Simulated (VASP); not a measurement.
Here is the system:

```yaml
crystal:
  lattice:
    - [3.93288, 0.00000, 0.00000]
    - [0.00000, 3.93288, 0.00000]
    - [0.00000, 0.00000, 3.93288]
  atoms:
    - { symbol: K, position: [0.00000, 0.00000, 0.00000] }
    - { symbol: Mg, position: [0.50000, 0.50000, 0.50000] }
    - { symbol: F, position: [0.50000, 0.00000, 0.50000] }
    - { symbol: F, position: [0.00000, 0.50000, 0.50000] }
    - { symbol: F, position: [0.50000, 0.50000, 0.00000] }
```

Computed with r2SCAN meta-GGA, VASP's PBE PAW potentials (set 64) (plane waves; VASP 6.6.1). Numerical set-up: 520 eV cut-off, 6×6×6 Γ-centred mesh, Gaussian smearing of 0.050 eV, potentials K_sv Mg F.

The job: KMgF$_{3}$ (cubic perovskite), 5 atoms, r2SCAN, static run, 520 eV, 6×6×6 Γ-centred mesh. Roughly how much core time does it take on a busy server core?

About 3 core-minutes (one run on a shared machine, a rough figure). It had 20 irreducible k-points, 20 bands, up to 1662 plane waves and 26 electronic steps.

The compound is KMgF3 in the cubic perovskite structure. This cell is one point of a volume scan, at 0.97 of the reference volume.
